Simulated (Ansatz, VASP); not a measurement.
# One calculation of Sc4InSb, two programs

File INCAR:

```
SYSTEM = Sc4InSb
PREC = Accurate ; ENCUT = 520
EDIFF = 1E-6 ; ISMEAR = 0
SIGMA = 0.1 ; LREAL = .False.
LASPH = .True. ; NELM = 60
ALGO = Fast ; ISIF = 2
LWAVE = .False. ; LCHARG = .False.
GGA = PE ; NBANDS = 40
```

Contents of KPOINTS:

```
Automatic mesh
0
Gamma
  4 4 4
  0 0 0
```

Contents of POSCAR:

```
Sc4InSb
1.0
    0.0000000000      4.1349756800      4.1349756800
    4.1349756800      0.0000000000      4.1349756800
    4.1349756800      4.1349756800      0.0000000000
Sc In Sb
4 1 1
Direct
    0.6252736500      0.6252736500      0.1241790400
    0.6252736500      0.6252736500      0.6252736500
    0.1241790400      0.6252736500      0.6252736500
    0.6252736500      0.1241790400      0.6252736500
    0.2500000000      0.2500000000      0.2500000000
    0.0000000000      0.0000000000      0.0000000000
```

Input for Ansatz:

```yaml
crystal:
  lattice:
    - [0.0, 4.13497568, 4.13497568]
    - [4.13497568, 0.0, 4.13497568]
    - [4.13497568, 4.13497568, 0.0]
  atoms:
    - { symbol: Sc, position: [0.62527365, 0.62527365, 0.12417904] }
    - { symbol: Sc, position: [0.62527365, 0.62527365, 0.62527365] }
    - { symbol: Sc, position: [0.12417904, 0.62527365, 0.62527365] }
    - { symbol: Sc, position: [0.62527365, 0.12417904, 0.62527365] }
    - { symbol: In, position: [0.25, 0.25, 0.25] }
    - { symbol: Sb, position: [0.0, 0.0, 0.0] }
basis:
  ecutwfc: 420
kpoints:
  mp_grid: { grid: [4, 4, 4] }
hamiltonian:
  xc: pbe
scf:
  occupations: { method: gaussian, width: 0.1 }
  lower_state_search: "off"
output:
  forces: true
  stress: true
  eigenvalues: true
```

Change from the starting cell: species swapped into the ZrScFe4 type (F-43m, No. 216).

Alike in both runs: task single point; functional PBE; k mesh 4 × 4 × 4; occupations gaussian, width 0.1 eV; no spin polarisation.

|  | VASP | Ansatz |
| --- | --- | --- |
| version | VASP 6.6.1 | Ansatz 0.2.0 |
| potentials or method | VASP PAW PBE potentials, release 64 (Sc_sv, In_d, Sb) | scalar-relativistic, plane waves, PAW |
| plane-wave cutoff (eV) | 520 | 420 |
| valence electrons in the cell | 62 | 72 |

|  | VASP | Ansatz | Ansatz less VASP |
| --- | --- | --- | --- |
| gap on the k mesh at the Fermi level (eV) | none | none | - |
| pressure (GPa) | 1.4 | 1.3 | -0.05 |
| rms of the force components (eV/Å) | 0.069 | 0.068 | -0.0009 |

Atom by atom the forces differ by 0.001 eV/Å (rms over components). A gap of «none» marks a metal or a gap that the smearing closes. The two sets of potentials don't hold the same shells in valence.

The runs have no spin-orbit coupling, so splittings on Sb are missing.
